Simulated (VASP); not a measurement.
OSZICAR of a VASP run on PtSe₂ (1T layered):

OSZICAR:
```
       N       E                     dE             d eps       ncg     rms          rms(c)
DAV:   1     0.996923751276E+02    0.99692E+02   -0.10214E+04   848   0.131E+03
DAV:   2    -0.254069077070E+02   -0.12510E+03   -0.12221E+03  1057   0.247E+02
DAV:   3    -0.311886252639E+02   -0.57817E+01   -0.57445E+01  1071   0.567E+01
DAV:   4    -0.312416310337E+02   -0.53006E-01   -0.52992E-01  1001   0.576E+00
DAV:   5    -0.312421413845E+02   -0.51035E-03   -0.51025E-03  1085   0.551E-01    0.139E+01
DAV:   6    -0.302898098133E+02    0.95233E+00   -0.14854E+01   952   0.434E+01    0.859E+00
DAV:   7    -0.309879732290E+02   -0.69816E+00   -0.22225E+00   924   0.161E+01    0.333E+00
DAV:   8    -0.309719813077E+02    0.15992E-01   -0.10120E-01   931   0.289E+00    0.128E+00
DAV:   9    -0.309886954869E+02   -0.16714E-01   -0.32215E-02   931   0.164E+00    0.206E-01
DAV:  10    -0.309925499351E+02   -0.38544E-02   -0.37012E-03   903   0.696E-01    0.109E-01
DAV:  11    -0.309911687370E+02    0.13812E-02   -0.18757E-03   931   0.527E-01    0.765E-02
DAV:  12    -0.309932492275E+02   -0.20805E-02   -0.10152E-03   882   0.392E-01    0.181E-02
DAV:  13    -0.309933016005E+02   -0.52373E-04   -0.95410E-05  1092   0.120E-01    0.183E-02
DAV:  14    -0.309933163465E+02   -0.14746E-04   -0.39353E-05   882   0.686E-02    0.447E-03
DAV:  15    -0.309933239303E+02   -0.75838E-05   -0.10351E-05  1029   0.408E-02    0.290E-03
DAV:  16    -0.309933248590E+02   -0.92871E-06   -0.46233E-06   910   0.277E-02    0.200E-03
DAV:  17    -0.309933271393E+02   -0.22803E-05   -0.17594E-06   959   0.149E-02    0.779E-04
DAV:  18    -0.309933275057E+02   -0.36649E-06   -0.12007E-07   798   0.336E-03    0.404E-04
DAV:  19    -0.309933275655E+02   -0.59769E-07   -0.84643E-08   637   0.403E-03
   1 F= -.30993328E+02 E0= -.30993057E+02  d E =-.309933E+02
       N       E                     dE             d eps       ncg     rms          rms(c)
DAV:   1    -0.310032857329E+02   -0.99582E-02   -0.91715E-01   840   0.592E+00    0.482E-01
DAV:   2    -0.310055929715E+02   -0.23072E-02   -0.33600E-02   980   0.124E+00    0.221E-01
DAV:   3    -0.310053500677E+02    0.24290E-03   -0.10989E-03  1075   0.274E-01    0.115E-01
DAV:   4    -0.310053156610E+02    0.34407E-04   -0.49997E-04   910   0.166E-01    0.291E-02
DAV:   5    -0.310053463082E+02   -0.30647E-04   -0.10695E-04   889   0.953E-02    0.190E-02
DAV:   6    -0.310053615821E+02   -0.15274E-04   -0.23713E-05   889   0.473E-02    0.624E-03
DAV:   7    -0.310053644695E+02   -0.28874E-05   -0.25046E-06   938   0.169E-02    0.210E-03
DAV:   8    -0.310053649648E+02   -0.49536E-06   -0.96890E-07   952   0.940E-03    0.753E-04
DAV:   9    -0.310053650568E+02   -0.91965E-07   -0.32842E-07   931   0.578E-03
   2 F= -.31005365E+02 E0= -.31005094E+02  d E =-.120375E-01
       N       E                     dE             d eps       ncg     rms          rms(c)
DAV:   1    -0.310053411744E+02    0.23790E-04   -0.18838E+00   840   0.849E+00    0.667E-01
DAV:   2    -0.310103329922E+02   -0.49918E-02   -0.69583E-02   966   0.177E+00    0.304E-01
DAV:   3    -0.310098714759E+02    0.46152E-03   -0.21813E-03  1053   0.383E-01    0.159E-01
DAV:   4    -0.310097997074E+02    0.71768E-04   -0.10027E-03   917   0.235E-01    0.412E-02
DAV:   5    -0.310098518146E+02   -0.52107E-04   -0.24852E-04   896   0.144E-01    0.264E-02
DAV:   6    -0.310099047418E+02   -0.52927E-04   -0.57056E-05   882   0.732E-02    0.911E-03
DAV:   7    -0.310099099216E+02   -0.51798E-05   -0.45846E-06   938   0.222E-02    0.346E-03
DAV:   8    -0.310099109197E+02   -0.99804E-06   -0.23439E-06   938   0.145E-02    0.106E-03
DAV:   9    -0.310099113701E+02   -0.45046E-06   -0.62755E-07   931   0.773E-03    0.346E-04
DAV:  10    -0.310099116037E+02   -0.23354E-06   -0.19867E-07   812   0.447E-03    0.336E-04
DAV:  11    -0.310099116244E+02   -0.20681E-07   -0.33809E-08   672   0.173E-03
   3 F= -.31009912E+02 E0= -.31009623E+02  d E =-.165841E-01
       N       E                     dE             d eps       ncg     rms          rms(c)
DAV:   1    -0.310099819074E+02   -0.70304E-04   -0.60325E-02   840   0.153E+00    0.119E-01
DAV:   2    -0.310101703351E+02   -0.18843E-03   -0.21889E-03   987   0.313E-01    0.533E-02
DAV:   3    -0.310101606796E+02    0.96555E-05   -0.63513E-05  1068   0.653E-02    0.272E-02
DAV:   4    -0.310101611115E+02   -0.43195E-06   -0.31316E-05   917   0.417E-02    0.686E-03
DAV:   5    -0.310101627191E+02   -0.16076E-05   -0.86389E-06   896   0.265E-02    0.420E-03
DAV:   6    -0.310101653767E+02   -0.26577E-05   -0.22878E-06   875   0.146E-02    0.168E-03
DAV:   7    -0.310101656589E+02   -0.28216E-06   -0.13702E-07   714   0.393E-03    0.689E-04
DAV:   8    -0.310101657057E+02   -0.46838E-07   -0.97804E-08   658   0.300E-03
   4 F= -.31010166E+02 E0= -.31009888E+02  d E =-.168381E-01
       N       E                     dE             d eps       ncg     rms          rms(c)
DAV:   1    -0.310150340747E+02   -0.48684E-02   -0.21931E-01   882   0.336E+00    0.313E-01
DAV:   2    -0.310119405122E+02    0.30936E-02   -0.92822E-03   882   0.817E-01    0.158E-01
DAV:   3    -0.310117200912E+02    0.22042E-03   -0.16875E-03   973   0.383E-01    0.851E-02
DAV:   4    -0.310115941636E+02    0.12593E-03   -0.54765E-04   952   0.187E-01    0.352E-02
DAV:   5    -0.310116006804E+02   -0.65168E-05   -0.53215E-05   889   0.625E-02    0.148E-02
DAV:   6    -0.310116006189E+02    0.61520E-07   -0.13240E-05   959   0.363E-02    0.512E-03
DAV:   7    -0.310116058348E+02   -0.52159E-05   -0.41393E-06   854   0.218E-02    0.234E-03
DAV:   8    -0.310116070501E+02   -0.12153E-05   -0.10487E-06  1015   0.108E-02    0.104E-03
DAV:   9    -0.310116073205E+02   -0.27041E-06   -0.33021E-07   874   0.600E-03    0.428E-04
DAV:  10    -0.310116074053E+02   -0.84810E-07   -0.41366E-08   581   0.224E-03
   5 F= -.31011607E+02 E0= -.31011304E+02  d E =-.144170E-02
       N       E                     dE             d eps       ncg     rms          rms(c)
DAV:   1    -0.310166405149E+02   -0.50332E-02   -0.29003E-01   875   0.386E+00    0.361E-01
DAV:   2    -0.310125743884E+02    0.40661E-02   -0.12236E-02   889   0.936E-01    0.182E-01
DAV:   3    -0.310122856617E+02    0.28873E-03   -0.22691E-03   973   0.446E-01    0.988E-02
DAV:   4    -0.310121152074E+02    0.17045E-03   -0.74802E-04   945   0.219E-01    0.413E-02
DAV:   5    -0.310121227529E+02   -0.75454E-05   -0.71657E-05   889   0.729E-02    0.172E-02
DAV:   6    -0.310121226566E+02    0.96268E-07   -0.17367E-05   987   0.417E-02    0.581E-03
DAV:   7    -0.310121295113E+02   -0.68547E-05   -0.55168E-06   854   0.251E-02    0.272E-03
DAV:   8    -0.310121311374E+02   -0.16261E-05   -0.14238E-06  1022   0.126E-02    0.122E-03
DAV:   9    -0.310121314717E+02   -0.33439E-06   -0.43883E-07   875   0.693E-03    0.509E-04
DAV:  10    -0.310121315921E+02   -0.12039E-06   -0.57439E-08   637   0.268E-03    0.201E-04
DAV:  11    -0.310121315551E+02    0.37040E-07   -0.39549E-08   714   0.181E-03
   6 F= -.31012132E+02 E0= -.31011737E+02  d E =-.196585E-02
```

Q: Which electronic solver shows in the log?

A: It is blocked Davidson (ALGO = Normal, or the opening steps of other solvers). The INCAR had ALGO = Normal.

Q: Can the final energy be trusted as converged?

A: Self-consistency was reached. It stopped with EDIFF = 1E-7, NELM = 100, NSW = 30 and EDIFFG = -0.01 after 6 ionic steps (TPSS meta-GGA, plane waves, VASP's PBE PAW potentials (set 64)). Without a dispersion term in the relaxation, distances and binding between the weakly bound layers, chains or molecules are unreliable, and so is what depends on them.

The compound is PtSe2 in the 1T layered structure. This cell is one point of a volume scan, at 0.97 of the reference volume. Symmetry was kept, so distortions that lower it aren't found.
